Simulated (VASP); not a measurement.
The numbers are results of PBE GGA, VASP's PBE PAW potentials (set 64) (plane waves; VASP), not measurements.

A VASP calculation is set up with these files.

File POSCAR:
```
HfB2
1.0
  1.5670242872  -2.7141659165   0.0000000000
  1.5670242872   2.7141659165   0.0000000000
  0.0000000000   0.0000000000   3.4806166091
Hf B
1 2
Cart
  0.0000000000   0.0000000000   3.4806166091
  1.5670242872   0.9047237816   1.7403083046
  1.5670242872  -0.9047237816   1.7403083046
```

KPOINTS:
```
Automatic
0
gamma
  10 10 8
0 0 0
```

### INCAR
```
# general
SYSTEM =HfB2
PREC   =Accurate
ENCUT  =600
LREAL  =F
LASPH  =T

# electronic loop
EDIFF  =1E-7
NELM   =100
ALGO   =Normal
LMAXMIX=6

# smearing
ISMEAR =1
SIGMA  =0.1

# functional
GGA    =PE

# ions
IBRION =2
NSW    =40
ISIF   =3
EDIFFG =-0.01
PSTRESS=20

# output
LWAVE  =F
LCHARG =F
```

POTCAR, in this order: Hf_pv B (PBE.64 set). Program: vasp_std.

Output of the run:

File OSZICAR:
```
       N       E                     dE             d eps       ncg     rms          rms(c)
DAV:   1     0.339844861750E+02    0.33984E+02   -0.91546E+03  1680   0.142E+03
DAV:   2    -0.269109631029E+02   -0.60895E+02   -0.56463E+02  2132   0.258E+02
DAV:   3    -0.287700406055E+02   -0.18591E+01   -0.18182E+01  2236   0.344E+01
DAV:   4    -0.287853537950E+02   -0.15313E-01   -0.15288E-01  2060   0.324E+00
DAV:   5    -0.287854860070E+02   -0.13221E-03   -0.13220E-03  2188   0.257E-01    0.528E+01
DAV:   6    -0.265114033568E+02    0.22741E+01   -0.52532E+00  2016   0.151E+01    0.387E+01
DAV:   7    -0.264684760741E+02    0.42927E-01   -0.16467E+00  2076   0.889E+00    0.118E+01
DAV:   8    -0.264033208419E+02    0.65155E-01   -0.45952E-01  1988   0.479E+00    0.183E+00
DAV:   9    -0.263989584556E+02    0.43624E-02   -0.31923E-02  1988   0.140E+00    0.245E-01
DAV:  10    -0.263989312768E+02    0.27179E-04   -0.79895E-04  2036   0.250E-01    0.356E-01
DAV:  11    -0.263989316763E+02   -0.39948E-06   -0.10180E-04  2024   0.811E-02    0.185E-01
DAV:  12    -0.263989274457E+02    0.42306E-05   -0.94612E-06  2044   0.279E-02    0.178E-02
DAV:  13    -0.263989276180E+02   -0.17229E-06   -0.44548E-07  2028   0.653E-03    0.404E-03
DAV:  14    -0.263989276281E+02   -0.10099E-07   -0.67151E-09  1212   0.756E-04
   1 F= -.26029340E+02 E0= -.26029166E+02  d E =-.260293E+02
```

OUTCAR:
```
------------------------ aborting loop because EDIFF is reached ----------------------------------------
  FORCE on cell =-STRESS in cart. coord.  units (eV):
  Direction    XX          YY          ZZ          XY          YZ          ZX
  --------------------------------------------------------------------------------------
  Total        0.3641609      0.3641610      0.3619335      0.0000000     -0.0000000      0.0000000
  in kB       19.7063248     19.7063282     19.5857890      0.0000000     -0.0000000      0.0000000
  external PRESSURE =      -0.3338527 kB  Pullay stress =      20.0000000 kB
  volume of cell :       29.61
      direct lattice vectors                 reciprocal lattice vectors
     1.567024287 -2.714165916  0.000000000     0.319076101 -0.184218657  0.000000000
     1.567024287  2.714165916  0.000000000     0.319076101  0.184218657  0.000000000
     0.000000000  0.000000000  3.480616609     0.000000000  0.000000000  0.287305415
 POSITION                                       TOTAL-FORCE (eV/Angst)
 -----------------------------------------------------------------------------------
      0.00000      0.00000      0.00000         0.000000     -0.000000      0.000000
      1.56702      0.90472      1.74031        -0.000000      0.000000      0.000000
      1.56702     -0.90472      1.74031         0.000000      0.000000      0.000000
 -----------------------------------------------------------------------------------
    total drift:                                0.000000      0.000000      0.000000
  FREE ENERGIE OF THE ION-ELECTRON SYSTEM (eV)
  ---------------------------------------------------
  free  energy   TOTEN  =       -26.3989276281 eV

  energy  without entropy=      -26.3984051330  energy(sigma->0) =      -26.39875346
  enthalpy is  TOTEN    =       -26.0293397511 eV   P V=        0.3695878770

 reached required accuracy - stopping structural energy minimisation
```
(Selected blocks of OUTCAR.)

The compound is HfB2 in the AlB2 type structure. It was relaxed first under an external pressure of 2 GPa.
